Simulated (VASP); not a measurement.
Computed with vdW-DF2, VASP's PBE PAW potentials (set 64) (plane waves; VASP).

Input for VASP

**KPOINTS**
```
k-points along high-symmetry lines
10
Line-mode
Reciprocal
  0.000000   0.000000   0.000000 ! GAMMA
 -0.000000   0.500000   0.000000 ! M

 -0.000000   0.500000   0.000000 ! M
 -0.333333   0.666667   0.000000 ! K

 -0.333333   0.666667   0.000000 ! K
  0.000000   0.000000   0.000000 ! GAMMA

  0.000000   0.000000   0.000000 ! GAMMA
  0.000000   0.000000   0.500000 ! A

  0.000000   0.000000   0.500000 ! A
 -0.000000   0.500000   0.500000 ! L

 -0.000000   0.500000   0.500000 ! L
 -0.333333   0.666667   0.500000 ! H

 -0.333333   0.666667   0.500000 ! H
  0.000000   0.000000   0.500000 ! A

 -0.000000   0.500000   0.500000 ! L
 -0.000000   0.500000   0.000000 ! M

 -0.333333   0.666667   0.500000 ! H
 -0.333333   0.666667   0.000000 ! K
```

**POSCAR**
```
ZnO
1
    1.6686323446    -2.8901564728     0.0000000000
    1.6686323446     2.8901564728     0.0000000000
    0.0000000000     0.0000000000     5.4060259703
Zn O
2 2
Direct
  0.6666670000   0.3333330000   0.5018901245
  0.3333330000   0.6666670000   0.0018901245
  0.6666670000   0.3333330000   0.8801098755
  0.3333330000   0.6666670000   0.3801098755
```

### INCAR
```
SYSTEM = ZnO
PREC = Accurate
ENCUT = 520
EDIFF = 1E-7
NELM = 100
ALGO = Normal
LREAL = .FALSE.
LASPH = .TRUE.
ISMEAR = 0
SIGMA = 0.05
GGA = ML
ZAB_VDW = -1.8867
LUSE_VDW = .TRUE.
AGGAC = 0.0
LMAXMIX = 4
LWAVE = .FALSE.
LCHARG = .FALSE.
LORBIT = 11
ICHARG = 11
```

POTCAR, in this order: Zn O (PBE.64 set). Program: vasp_std. Read from the step before: CHGCAR.

Output

OSZICAR:
```
       N       E                     dE             d eps       ncg     rms          rms(c)
DAV:   1     0.287215637811E+03    0.28722E+03   -0.18947E+04  3968   0.234E+03
DAV:   2     0.210000733940E+02   -0.26622E+03   -0.25675E+03  4260   0.442E+02
DAV:   3    -0.703469807527E+01   -0.28035E+02   -0.27615E+02  4734   0.145E+02
DAV:   4    -0.756579009670E+01   -0.53109E+00   -0.53029E+00  4332   0.215E+01
DAV:   5    -0.757056929877E+01   -0.47792E-02   -0.47788E-02  4584   0.175E+00
DAV:   6    -0.757063281541E+01   -0.63517E-04   -0.63516E-04  4302   0.166E-01
DAV:   7    -0.757063422094E+01   -0.14055E-05   -0.14055E-05  4638   0.204E-02
DAV:   8    -0.757063425771E+01   -0.36770E-07   -0.36748E-07  3638   0.278E-03
   1 F= -.75706343E+01 E0= -.75706343E+01  d E =-.171847E-11
```

OUTCAR:
```
 val. band max:        0.2597500361   @ k =   0.0000   0.0000   0.0000

 cond. band min:       0.9547139131   @ k =   0.0000   0.0000   0.0000



 k-point     1 :       0.0000    0.0000    0.0000
  band No.  band energies     occupation
      1     -17.0094      2.00000
      2     -16.4281      2.00000
      3      -5.1080      2.00000
      4      -5.1079      2.00000
      5      -5.0865      2.00000
      6      -4.9422      2.00000
      7      -4.9422      2.00000
      8      -4.6672      2.00000
      9      -4.2434      2.00000
     10      -4.2434      2.00000
     11      -4.0808      2.00000
     12      -4.0808      2.00000
     13      -3.7823      2.00000
     14      -0.4187      2.00000
     15      -0.4187      2.00000
     16       0.1947      2.00000
     17       0.2597      2.00000
     18       0.2598      2.00000
     19       0.9547      0.00000
     20       5.1148      0.00000
     21       8.2139      0.00000
     22      12.6914      0.00000

 k-point     2 :       0.0000    0.0556    0.0000
  band No.  band energies     occupation
      1     -16.9951      2.00000
      2     -16.4216      2.00000
      3      -5.1221      2.00000
      4      -5.0994      2.00000
      5      -5.0748      2.00000
      6      -4.9420      2.00000
      7      -4.9302      2.00000
      8      -4.6549      2.00000
      9      -4.2489      2.00000
     10      -4.2444      2.00000
     11      -4.0796      2.00000
     12      -4.0615      2.00000
     13      -3.7832      2.00000
     14      -0.5271      2.00000
     15      -0.4554      2.00000
     16      -0.0192      2.00000
     17       0.1778      2.00000
     18       0.2405      2.00000
     19       1.2670      0.00000
     20       5.2361      0.00000
     21       8.2213      0.00000
     22      12.3674      0.00000

 k-point     3 :       0.0000    0.1111    0.0000
  band No.  band energies     occupation
      1     -16.9534      2.00000
      2     -16.4029      2.00000
...
```

The density is held fixed in this step, so its total energy and stress have no physical meaning.

The compound is ZnO in the wurtzite structure. It was relaxed first, which changed the volume by +9 %.
